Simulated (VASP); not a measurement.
Write the native input for VASP 6.6.1 that does the following.

- Task: single point
- Functional: PBE
- Potentials or basis: VASP PAW PBE potentials, release 64 (O, H, N)
- Cutoff: 520 eV
- k mesh: 1 × 1 × 1
- Occupations: fermi-dirac, width 0.05 eV
- Spin: no spin polarisation
- Dipole correction: no
- Further INCAR settings: LREAL = Auto; ALGO = Normal; EDIFF = 1e-06; NBANDS = 56

The structure of H19NO8 lies in POSCAR:

```
H19NO8
1.0
    6.5343350000      0.0000000000      0.0000000000
    0.0000000000      6.5343350000      0.0000000000
    0.0000000000      0.0000000000      6.5343350000
O H N
8 19 1
Direct
   -0.0407080445      0.2621842927      1.2305001198
    0.6482832607      0.7164921909      0.7480944886
    0.9463089970      0.4746466167      0.5704176477
    0.3626535830      0.6411210934      0.4223536136
    0.8053765226      0.8723917583      0.1228587148
    0.5682139039      0.4543691133      0.1338468260
    0.4715246463      0.2410650816      0.7051827003
    0.1757485651      1.0266385179      0.5031575516
    0.0278681763      0.3739783773      1.1224248527
   -0.0885629525      0.1427995351      1.1527263295
    0.6290464141      0.8438349120      0.6815077586
    0.7596794471      0.6490484495      0.6691117000
    1.0894758227      0.5182317711      0.5729121632
    0.9309287020      0.3983419889      0.4410701318
    0.4740344656      0.6236288773      0.5228076002
    0.4364024801      0.5686577134      0.3113553254
    0.7547822387      0.7582868035      0.2131662977
    0.7369227320      0.8333059141     -0.0131918550
    0.5265264178      0.4058102316     -0.0005203284
    0.6965360668      0.3831606430      0.1707289265
    0.5868079919      0.2749629457      0.6264141646
    0.3917460614      0.1662449201      0.6014843132
    0.1158648891      1.1075648861      0.3903687215
    0.2265724056      0.9047439410      0.4474058952
    0.2037544754      0.4920317064      0.8887208874
    0.0124266662      0.6457734414      0.9399120186
    0.1843645910      0.6417332445      1.1140842947
    0.1131255132      0.5499258915      1.0061008504
```

The cell was built by a generator and needn't be a form met in nature.

These files were run (other wordings do the same):

INCAR

```
SYSTEM = H19NO8
PREC = Accurate
ENCUT = 520
EDIFF = 1E-6
ISMEAR = -1
SIGMA = 0.05
LREAL = Auto
LASPH = .True.
NELM = 100
ALGO = Normal
ISIF = 2
LWAVE = .False.
LCHARG = .False.
GGA = PE
NBANDS = 56
```

KPOINTS

```
regular mesh
0
Gamma
  1 1 1
  0 0 0
```

Potentials or basis: VASP PAW PBE potentials, release 64 (O, H, N).

Command:

```sh
$ cat potpaw_PBE.64/O/POTCAR potpaw_PBE.64/H/POTCAR potpaw_PBE.64/N/POTCAR > POTCAR
$ mpirun -np 1 vasp_gam > vasp.out
```

It gave:

```yaml
Pressure: 1.0 GPa
Largest_force: 2.373 eV/Å
Band_gap_on_the_k_mesh: 4.63 eV, direct
```

Wall time 24 s on 1 thread of Intel(R) Xeon(R) Platinum 8488C (Sapphire Rapids) (shared host), peak memory 0.32 GiB.
